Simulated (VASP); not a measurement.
Computed with SCAN meta-GGA, VASP's PBE PAW potentials (set 64) (plane waves; VASP 6.6.1).

VASP ran on this input.

File POSCAR:
```
Ni3Si
1
    3.4506805041     0.0000000000     0.0000000000
    0.0000000000     3.4506805041     0.0000000000
    0.0000000000    -0.0000000000     3.4506805041
Si Ni
1 3
Direct
  0.0000000000   0.0000000000   0.0000000000
  0.0000000000   0.5000000000   0.5000000000
  0.5000000000   0.0000000000   0.5000000000
  0.5000000000   0.5000000000   0.0000000000
```

### KPOINTS
```
Automatic mesh
0
G
  10 10 10
```

KPOINTS_OPT:
```
k-points along high-symmetry lines
10
Line-mode
Reciprocal
  0.000000   0.000000   0.000000 ! GAMMA
  0.000000   0.500000   0.000000 ! X

  0.000000   0.500000   0.000000 ! X
  0.500000   0.500000   0.000000 ! M

  0.500000   0.500000   0.000000 ! M
  0.000000   0.000000   0.000000 ! GAMMA

  0.000000   0.000000   0.000000 ! GAMMA
  0.500000   0.500000   0.500000 ! R

  0.500000   0.500000   0.500000 ! R
  0.000000   0.500000   0.000000 ! X

  0.500000   0.500000   0.500000 ! R
  0.500000   0.500000   0.000000 ! M
```

**INCAR**
```
SYSTEM = Ni3Si
PREC = Accurate
ENCUT = 520
EDIFF = 1E-7
NELM = 100
ALGO = Normal
LREAL = .FALSE.
LASPH = .TRUE.
ISMEAR = -5
METAGGA = SCAN
LMIXTAU = .TRUE.
LMAXMIX = 4
LWAVE = .FALSE.
LCHARG = .FALSE.
LORBIT = 11
NEDOS = 601
ISIF = 2
LEFG = .TRUE.
```

POTCAR, in this order: Si Ni (PBE.64 set). Program: vasp_std.

The run wrote:

**OSZICAR**
```
       N       E                     dE             d eps       ncg     rms          rms(c)
DAV:   1     0.170483310023E+03    0.17048E+03   -0.16453E+04  2360   0.226E+03
DAV:   2    -0.560477442290E+02   -0.22653E+03   -0.21901E+03  2352   0.387E+02
DAV:   3    -0.677995042233E+02   -0.11752E+02   -0.11375E+02  2588   0.119E+02
DAV:   4    -0.680432784513E+02   -0.24377E+00   -0.24210E+00  2724   0.154E+01
DAV:   5    -0.680516451024E+02   -0.83667E-02   -0.83286E-02  2854   0.269E+00    0.214E+01
DAV:   6    -0.641900651937E+02    0.38616E+01   -0.66363E+01  2645   0.140E+02    0.180E+01
DAV:   7    -0.603231741294E+02    0.38669E+01   -0.18151E+01  2580   0.723E+01    0.464E+00
DAV:   8    -0.602719881387E+02    0.51186E-01   -0.71235E-01  2413   0.683E+00    0.219E+00
DAV:   9    -0.602408934536E+02    0.31095E-01   -0.21275E-01  2626   0.706E+00    0.622E-01
DAV:  10    -0.602520294951E+02   -0.11136E-01   -0.37763E-02  2385   0.212E+00    0.305E-01
DAV:  11    -0.602535678329E+02   -0.15383E-02   -0.10558E-02  2382   0.117E+00    0.109E-01
DAV:  12    -0.602533234472E+02    0.24439E-03   -0.94506E-03  2417   0.108E+00    0.861E-02
DAV:  13    -0.602529168753E+02    0.40657E-03   -0.13299E-03  2447   0.450E-01    0.356E-02
DAV:  14    -0.602530928488E+02   -0.17597E-03   -0.14345E-04  2848   0.137E-01    0.147E-02
DAV:  15    -0.602530439253E+02    0.48924E-04   -0.16262E-04  2452   0.169E-01    0.759E-03
DAV:  16    -0.602530592794E+02   -0.15354E-04   -0.33998E-05  2427   0.710E-02    0.548E-03
DAV:  17    -0.602530219922E+02    0.37287E-04   -0.78264E-06  2600   0.298E-02    0.267E-03
DAV:  18    -0.602530352033E+02   -0.13211E-04   -0.49017E-06  2417   0.264E-02    0.717E-04
DAV:  19    -0.602530323919E+02    0.28114E-05   -0.80094E-07  2422   0.112E-02    0.699E-04
DAV:  20    -0.602530328198E+02   -0.42789E-06   -0.16304E-07  1630   0.542E-03    0.430E-04
DAV:  21    -0.602530317107E+02    0.11091E-05   -0.74433E-08  1316   0.331E-03    0.109E-04
DAV:  22    -0.602530317314E+02   -0.20668E-07   -0.54851E-09  1221   0.932E-04
   1 F= -.60253032E+02 E0= -.60253032E+02  d E =0.000000E+00
       N       E                     dE             ncg
       N       E                     dE             ncg
```

**OUTCAR**
```
------------------------ aborting loop because EDIFF is reached ----------------------------------------
  FORCE on cell =-STRESS in cart. coord.  units (eV):
  Direction    XX          YY          ZZ          XY          YZ          ZX
  --------------------------------------------------------------------------------------
  Total        0.0043714      0.0043714      0.0043714      0.0000000     -0.0000000      0.0000000
  in kB        0.1704596      0.1704596      0.1704596      0.0000000     -0.0000000      0.0000000
  external PRESSURE =       0.1704596 kB  Pullay stress =       0.0000000 kB
  volume of cell :       41.09
      direct lattice vectors                 reciprocal lattice vectors
     3.450680504  0.000000000  0.000000000     0.289797911  0.000000000  0.000000000
     0.000000000  3.450680504  0.000000000     0.000000000  0.289797911  0.000000000
     0.000000000  0.000000000  3.450680504     0.000000000  0.000000000  0.289797911
 POSITION                                       TOTAL-FORCE (eV/Angst)
 -----------------------------------------------------------------------------------
      0.00000      0.00000      0.00000         0.000000      0.000000      0.000000
      0.00000      1.72534      1.72534         0.000000      0.000000      0.000000
      1.72534      0.00000      1.72534         0.000000      0.000000      0.000000
      1.72534      1.72534      0.00000         0.000000      0.000000      0.000000
 -----------------------------------------------------------------------------------
    total drift:                                0.000000      0.000000      0.000000
  FREE ENERGIE OF THE ION-ELECTRON SYSTEM (eV)
  ---------------------------------------------------
  free  energy   TOTEN  =       -60.2530317314 eV

  energy  without entropy=      -60.2530317314  energy(sigma->0) =      -60.25303173

 total charge

# of ion       s       p       d       tot
------------------------------------------
    1        0.722   0.838   0.000   1.560
    2        0.522   0.650   8.438   9.610
    3        0.522   0.650   8.438   9.610
    4        0.522   0.650   8.438   9.610
--------------------------------------------------
tot          2.287   2.787  25.315  30.389
```
(Selected blocks of OUTCAR.)

For a metal the tetrahedron method with Blöchl corrections gives inexact stress and forces.

The compound is Ni3Si in the L1_2 structure. It was relaxed first. The run is not spin-polarised, so no magnetic state was tried.
